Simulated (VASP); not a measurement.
An input for Quantum ESPRESSO's pw.x (written as the equivalent of a VASP run, and not itself run):

```
&CONTROL
  calculation = 'scf'
  pseudo_dir = './pseudo'
  outdir = './out'
  tprnfor = .true.
  tstress = .true.
/
&SYSTEM
  ibrav = 0
  nat = 2
  ntyp = 2
  ecutwfc = 84
  occupations = 'tetrahedra'
  input_dft = 'pbesol'
/
&ELECTRONS
  conv_thr = 7.3e-09
  electron_maxstep = 100
/
ATOMIC_SPECIES
  Mg 24.305 Mg.upf
  O 15.999 O.upf
CELL_PARAMETERS angstrom
     0.0000000    2.1041943    2.1041943
     2.1041943    0.0000000    2.1041943
     2.1041943    2.1041943   -0.0000000
ATOMIC_POSITIONS crystal
  Mg   0.0000000  1.0000000  0.0000000
  O    0.5000000  0.5000000  0.5000000
K_POINTS automatic
  12 12 12 0 0 0
```

Problem. Translate this input to VASP (INCAR, KPOINTS, POSCAR, choice of POTCAR).

Solution. Several could match; the one computed here: 
**KPOINTS**
```
K-points
0
Gamma
12 12 12
```

### INCAR
```
ALGO=Normal
EDIFF=1E-7
ENCUT=520
GGA=PS
ISIF=2
ISMEAR=-5
LASPH=.TRUE.
LCHARG=.TRUE.
LORBIT=11
LREAL=.FALSE.
LWAVE=.FALSE.
NEDOS=601
NELM=100
PREC=Accurate
SYSTEM=MgO
```

**POSCAR**
```
MgO
1.0
  0.0000000000   2.1041943061   2.1041943061
  2.1041943061   0.0000000000   2.1041943061
  2.1041943061   2.1041943061   0.0000000000
Mg O
1 1
Cartesian
  2.1041943061   0.0000000000   2.1041943061
  2.1041943061   2.1041943061   2.1041943061
```

POTCAR, in this order: Mg O (PBE.64 set). Program: vasp_std.

Limits of the translation: the potentials are each code's own (VASP's PAW set, PseudoDojo norm-conserving files in pw.x), so ENCUT and ecutwfc are chosen apart and not converted; conv_thr bounds pw.x's estimated SCF error, while EDIFF bounds the energy change between steps.

The structure comes from a measured MgO entry (Fm-3m) of the Crystallography Open Database, whose conditions weren't checked. It was relaxed first.
